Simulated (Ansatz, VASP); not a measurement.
# Two plane-wave programs on NaNb2

```xyz
3
Lattice="0.0000 3.1666 3.1666 3.1666 0.0000 3.1666 3.1666 3.1666 0.0000" Properties=species:S:1:pos:R:3 pbc="T T T"
Na    0.0000    0.0000    0.0000
Nb    1.5833    1.5833    1.5833
Nb    4.7500    4.7500    4.7500
```

Alike in both runs: functional PBE; k mesh 12 × 12 × 12; occupations gaussian, width 0.1 eV; no spin polarisation.

Ansatz relaxed the structure, and its values are those at the end. VASP's run is a single point on that final structure, the one shown.

|  | VASP | Ansatz |
| --- | --- | --- |
| version | VASP 6.6.1 | Ansatz 0.2.0 |
| potentials or method | VASP PAW PBE potentials, release 64 (Na_pv, Nb_sv) | scalar-relativistic, plane waves, PAW |
| plane-wave cutoff (eV) | 520 | 420 |
| valence electrons in the cell | 33 | 35 |

Ansatz gave:

```
gap on the k mesh at the Fermi level (eV) : none
pressure (GPa)                            : 0.0
```

Task: Estimate VASP's values.

Result: gap on the k mesh at the Fermi level (eV): none; pressure (GPa): -0.1.

A gap of «none» marks a metal or a gap that the smearing closes. With one functional, cell and mesh, what is left measures potentials, basis and numerics. The two sets of potentials don't hold the same shells in valence.
